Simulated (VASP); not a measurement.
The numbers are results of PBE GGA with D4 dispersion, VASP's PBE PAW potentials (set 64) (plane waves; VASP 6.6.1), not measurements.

The input files of a VASP run:

**KPOINTS**
```
Automatic mesh
0
Gamma
8 8 8
0 0 0
```

**POSCAR**
```
PtAl2
1.0
  0.0000000000   2.9425813083   2.9425813083
  2.9425813083   0.0000000000   2.9425813083
  2.9425813083   2.9425813083   0.0000000000
Al Pt
2 1
Direct
  0.2500000000   0.2500000000   0.2500000000
  0.7500000000   0.7500000000   0.7500000000
  0.0000000000   0.0000000000   0.0000000000
```

**INCAR**
```
ALGO  =  Normal
ISIF  =  3
LCHARG  =  .FALSE.
SIGMA  =  0.1   # width (eV)
EDIFF  =  1E-6   # SCF stop (eV)
NSW  =  60   # most ionic steps
EDIFFG  =  -0.02   # ionic stop
PREC  =  Accurate
ISMEAR  =  1
LWAVE  =  .FALSE.
SYSTEM  =  PtAl2
GGA  =  PE
IBRION  =  2
NELM  =  100
ENCUT  =  520
LASPH  =  .TRUE.   # aspherical one-centre terms
LREAL  =  .FALSE.   # projection in real space or not
LMAXMIX  =  6   # l cut-off of mixed one-centre charges
IVDW  =  13
```

POTCAR, in this order: Al Pt (PBE.64 set). Program: vasp_std.

Unless said otherwise, spin-orbit coupling is left out, though it shifts the bands of the heavy elements here.

### Question
Predict the energy per atom (σ→0), dispersion energy, band gap (on the k-mesh).

### Answer

| Property | Value |
|---|---|
| energy per atom (σ→0) | -5.846 eV/atom |
| dispersion energy | -1.318 eV |
| band gap (on the k-mesh) | none (metal, semimetal or under 0.01 eV) |

File OSZICAR:
```
...
DAV:   7    -0.162485059423E+02    0.79284E-01   -0.19313E-01   764   0.454E+00    0.172E+00
DAV:   8    -0.162185868422E+02    0.29919E-01   -0.30052E-02   792   0.174E+00    0.249E-01
DAV:   9    -0.162185797066E+02    0.71356E-05   -0.19324E-03   836   0.433E-01    0.162E-01
DAV:  10    -0.162187252208E+02   -0.14551E-03   -0.32793E-04   776   0.153E-01    0.176E-02
DAV:  11    -0.162187222881E+02    0.29327E-05   -0.17747E-05   836   0.450E-02    0.808E-03
DAV:  12    -0.162187239554E+02   -0.16673E-05   -0.52786E-06   768   0.177E-02    0.236E-03
DAV:  13    -0.162187238669E+02    0.88500E-07   -0.60194E-07   480   0.817E-03
   1 F= -.17536958E+02 E0= -.17537244E+02  d E =-.175370E+02
```

The compound is PtAl2 in the fluorite structure. It was relaxed first. The start is the result of an earlier pass.
